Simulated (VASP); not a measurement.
Shape and ions are relaxed at each volume.

Given:

```
MgF2
1.0
    4.76817     0.00000     0.00000
    0.00000     4.76817     0.00000
    0.00000     0.00000     3.12985
Mg F
2 4
Direct
  0.00000   0.00000   0.00000
  0.50000   0.50000   0.50000
  0.30386   0.30386   0.00000
  0.80386   0.19614   0.50000
  0.19614   0.80386   0.50000
  0.69614   0.69614   0.00000
```

Computed with RPBE GGA, VASP's PBE PAW potentials (set 64) (plane waves; VASP). Run with 520 eV cut-off, 5×5×7 Γ-centred mesh, Gaussian smearing of 0.050 eV, potentials Mg F.

Task: Give the energy at these volumes per atom, relative to the lowest: 11.10, 11.45, 11.81, 12.16, 12.52 Å³.

Result: 13.9, 3.7, 0.0, 1.8, 8.1 meV/atom. A third-order Birch-Murnaghan fit gives B0 = 80.5 GPa and B0′ = 4.8.

The compound is MgF2 in the rutile structure. It was relaxed first, which changed the volume by +9 %.
